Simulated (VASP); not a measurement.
Cu7Si2Ni4Pt7: single point with PBE

Cu7Si2Ni4Pt7:

```
CELL_PARAMETERS angstrom
6.39182 0.02013 0.09564
0.02013 6.35663 0.02662
0.09564 0.02662 6.45573
ATOMIC_POSITIONS crystal
Cu 0.58463 0.62988 0.71072
Cu 0.70940 0.15702 0.43857
Cu 0.94489 0.86397 0.63915
Cu 0.16018 0.72913 0.29045
Cu 0.12554 0.16216 0.49381
Cu 0.71497 0.81522 0.32963
Cu 0.20095 0.36082 0.03592
Pt 0.88545 0.37040 0.71344
Pt 0.98659 0.05719 0.13344
Pt 0.39529 0.02312 0.16995
Pt 0.40436 0.46182 0.38024
Pt 0.21845 0.60188 0.69585
Pt 0.63214 0.37649 0.05043
Pt 0.46950 0.21024 0.71689
Ni 0.25786 0.94780 0.83938
Ni 0.41782 0.88177 0.55355
Ni 0.68340 0.97354 0.87670
Ni 0.95657 0.65973 0.99960
Si 0.49061 0.70678 0.02074
Si 0.90358 0.43662 0.26101
```

The cell was built by a generator and needn't be a form met in nature.

```json
{
 "Program": "VASP 6.6.1",
 "Task": "single point",
 "Functional": "PBE",
 "Potentials or basis": "VASP PAW PBE potentials, release 64 (Cu, Pt, Ni, Si)",
 "Cutoff": "520 eV",
 "k mesh": "1 × 1 × 1, shifted",
 "Occupations": "fermi-dirac, width 0.1534 eV",
 "Spin": "no spin polarisation"
}
```

```
Pressure               : 16.5 GPa
Largest force          : 5.247 eV/Å
Band gap on the k mesh : none (metal or under the smearing width)
```

Forces in eV/Å, atoms in the order of the input:
```
Cu   3.585 -1.222 -0.938
Cu   0.650  0.195 -1.316
Cu  -0.730 -0.013 -0.409
Cu  -1.186  0.376  0.532
Cu   0.885  0.025 -0.539
Cu   0.596 -1.665 -0.884
Cu   0.684  0.594 -0.696
Pt  -0.343 -0.408 -0.349
Pt  -1.889 -0.018 -0.584
Pt   1.640  1.197  2.138
Pt   1.318 -0.936 -0.782
Pt  -2.151 -2.440  1.840
Pt   0.368 -0.742  0.184
Pt  -1.657  4.965 -0.357
Ni  -2.928 -0.815  1.792
Ni   0.668  0.994 -3.739
Ni   1.653 -1.239  1.134
Ni  -1.083  1.011 -0.542
Si  -1.071  0.384  1.578
Si   0.994 -0.243  1.937
```

Stress tensor (GPa, compression positive):
```
17.27  1.52 -2.23
 1.52 14.95  4.04
-2.23  4.04 17.42
```

Levels at points of the mesh, in eV from the Fermi level:
| k point | band 96 | band 97 | band 98 | band 99 | band 100 | band 101 |
| --- | --- | --- | --- | --- | --- | --- |
| (0.25, 0.25, 0.25) | -0.35 | -0.21 | 0.00 | 0.18 | 0.27 | 0.47 |

It took 100 s on 1 thread of Intel(R) Xeon(R) Platinum 8488C (Sapphire Rapids), with other jobs on the host, peak memory 0.33 GiB.

Caveat: so large a pressure means that the cell lies far from this level's equilibrium, or that cutoff or potentials fall short. Spin polarisation is off, so any magnetic state and its effect on volume and gap are missing.
